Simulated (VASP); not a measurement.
Input for VASP

KPOINTS:
```
Automatic mesh
0
gamma
4 4 3
0 0 0
```

### INCAR
```
SYSTEM=TlAs
PREC=Accurate; ENCUT=300; LREAL=.False.
LASPH=.True.
EDIFF=1E-6; NELM=100; ALGO=Normal
LMAXMIX=4
ISMEAR=-1; SIGMA=0.05
GGA=PE
ISIF=2
LWAVE=.False.; LCHARG=.False.
```

**POSCAR**
```
TlAs
1
    4.3597690000     0.0000000000     0.0000000000
    0.0000000000     4.3597690000     0.0000000000
    0.0000000000     0.0000000000     7.6767120000
Tl As
2 2
Direct
  0.0000000000   0.5000000000   0.0000000000
  0.5000000000   0.0000000000   0.5000000000
  0.0000000000   0.0000000000   0.2500000000
  0.0000000000   0.0000000000   0.7500000000
```

POTCAR, in this order: Tl_d As (PBE.64 set). Program: vasp_std.

Task: Write an equivalent input for Quantum ESPRESSO's pw.x.

Result: One equivalent input (not run):
```
&CONTROL
  calculation = 'scf'
  pseudo_dir = './pseudo'
  outdir = './out'
  tprnfor = .true.
  tstress = .true.
/
&SYSTEM
  ibrav = 0
  nat = 4
  ntyp = 2
  ecutwfc = 84
  occupations = 'smearing'
  smearing = 'fermi-dirac'
  degauss = 0.003675
  input_dft = 'pbe'
/
&ELECTRONS
  conv_thr = 7.3e-08
  electron_maxstep = 100
/
ATOMIC_SPECIES
  Tl 204.380 Tl.upf
  As 74.922 As.upf
CELL_PARAMETERS angstrom
     4.3597690    0.0000000    0.0000000
     0.0000000    4.3597690    0.0000000
     0.0000000    0.0000000    7.6767120
ATOMIC_POSITIONS crystal
  Tl   0.0000000  0.5000000  0.0000000
  Tl   0.5000000  0.0000000  0.5000000
  As   0.0000000  0.0000000  0.2500000
  As   0.0000000  0.0000000  0.7500000
K_POINTS automatic
  4 4 3 0 0 0
```
What does not carry over: the potentials are each code's own (VASP's PAW set, PseudoDojo norm-conserving files in pw.x), so ENCUT and ecutwfc are chosen apart and not converted; conv_thr bounds pw.x's estimated SCF error, while EDIFF bounds the energy change between steps.

The structure was generated: TlAs was put into an ordered model structure, which need not be its known phase. The cell was not relaxed at this level. The k-mesh is coarse (spacing up to 0.36 per Å, 2π included), so the numbers may not be converged in it.
